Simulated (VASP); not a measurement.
Computed with PBEsol GGA, VASP's PBE PAW potentials (set 64) (plane waves; VASP).

A VASP calculation is set up with these files.

File POSCAR:
```
AlN
1
    0.0000000000     2.1888460827     2.1888460827
    2.1888460827     0.0000000000     2.1888460827
    2.1888460827     2.1888460827     0.0000000000
Al N
1 1
Direct
  0.0000000000   0.0000000000   0.0000000000
  0.2500000000   0.2500000000   0.2500000000
```

KPOINTS:
```
K-points
0
G
 10 10 10
```

**INCAR**
```
# general
SYSTEM   =  AlN
PREC     =  Accurate
ENCUT    =  620
LREAL    =  F   # projection in real space or not
LASPH    =  T

# electronic loop
EDIFF    =  1E-6   # SCF stop (eV)
NELM     =  100
ALGO     =  Normal

# smearing
ISMEAR   =  0   # Gaussian
SIGMA    =  0.05   # width (eV)

# functional
GGA      =  PS

# ions
IBRION   =  2   # conjugate gradients
NSW      =  40   # most ionic steps
ISIF     =  3   # ions, shape and volume
EDIFFG   =  -0.02   # ionic stop
PSTRESS  =  50

# output
LWAVE    =  F
LCHARG   =  F
```

POTCAR, in this order: Al N (PBE.64 set). Program: vasp_std.

### Question
What will the output report for the number of irreducible k-points (NKPTS), largest plane-wave count, number of space-group operations, FFT grid (NGX, NGY, NGZ)?

### Answer

```yaml
number of irreducible k-points (NKPTS): 47
largest_plane_wave_count: 754
number_of_space_group_operations: 24
FFT grid (NGX, NGY, NGZ): 28 × 28 × 28
```

The structure was generated: AlN was put into the zinc blende type (F-43m), which need not be its known phase. This run relaxes it under an external pressure of 5 GPa. Symmetry was kept, so distortions that lower it aren't found.
